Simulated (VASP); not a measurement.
A run of VASP 6.6.1 is set up as follows.

INCAR

```
ALGO = Normal
EDIFF = 1E-6
ENCUT = 520
GGA = PE
ISIF = 2
ISMEAR = -1
ISPIN = 2
LASPH = T
LCHARG = T
LDAU = T
LDAUJ = 0 0 0
LDAUL = 2 -1 -1
LDAUPRINT = 1
LDAUTYPE = 2
LDAUU = 4 0 0
LELF = T
LMAXMIX = 4
LORBIT = 11
LREAL = F
LVHAR = T
LWAVE = F
MAGMOM = 2 0 0 0
NELM = 150
PREC = Accurate
SIGMA = 0.1
```

File KPOINTS:

```
k-points
0
Gamma
  16 16 16
```

POSCAR

```
CoPtO2
1.0
    1.4112950000      0.8148115482      5.9361333333
   -1.4112950000      0.8148115482      5.9361333333
    0.0000000000     -1.6296230963      5.9361333333
Co Pt O
1 1 2
Direct
    0.5000000000      0.5000000000      0.5000000000
    0.0000000000      0.0000000000      0.0000000000
    0.8877559700      0.8877559700      0.8877559700
    0.1122440300      0.1122440300      0.1122440300
```

Potentials or basis: VASP PAW PBE potentials, release 64 (Co, Pt, O).

The run is started by

```console
$ cat potpaw_PBE.64/Co/POTCAR potpaw_PBE.64/Pt/POTCAR potpaw_PBE.64/O/POTCAR > POTCAR
$ mpirun -np 1 vasp_std > vasp.out
```

Q: Predict the band gap on the k mesh.

A: None (metal or under the smearing width).

Q: What does it give for the pressure?

A: 20.8 GPa.

Q: Estimate the site moments.

A: Co +2.17; Pt -0.10; O +0.02 μB.

Eigenvalues of the final occupation matrices:
| site | spin | trace | eigenvalues |
| --- | --- | --- | --- |
| site 1 d | 1 | 4.76 | 0.92 0.92 0.97 0.98 0.98 |
| site 1 d | 2 | 2.62 | 0.27 0.27 0.56 0.56 0.96 |

Caveat: a cell with one magnetic atom can't hold antiferromagnetic order, which such compounds often take; forces of over 1 eV/Å show positions far from the minimum, so gaps and moduli don't describe the material at rest. The state reached can hang on the start; a lower one may exist.
